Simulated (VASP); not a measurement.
Consider the following.

```yaml
crystal:
  lattice:
    - [1.24535, -2.15700, 0.00000]
    - [1.24535, 2.15700, 0.00000]
    - [0.00000, 0.00000, 6.46136]
  atoms:
    - { symbol: B, position: [0.33333, 0.66667, 0.25000] }
    - { symbol: B, position: [0.66667, 0.33333, 0.75000] }
    - { symbol: N, position: [0.66667, 0.33333, 0.25000] }
    - { symbol: N, position: [0.33333, 0.66667, 0.75000] }
```

All values below come from LDA (Ceperley-Alder, Perdew-Zunger), VASP's LDA PAW potentials (set 64) (plane waves; VASP). Run with 520 eV cut-off, 11×11×4 Γ-centred mesh, tetrahedra with Blöchl corrections, potentials B N.

Q: Estimate the energy per atom (σ→0).

A: 
The energy per atom (σ→0) is -930.6 kJ/mol of atoms.

The absolute energy has meaning only against runs of the same code, potentials and settings.

The compound is BN in the hex structure. It was relaxed first.
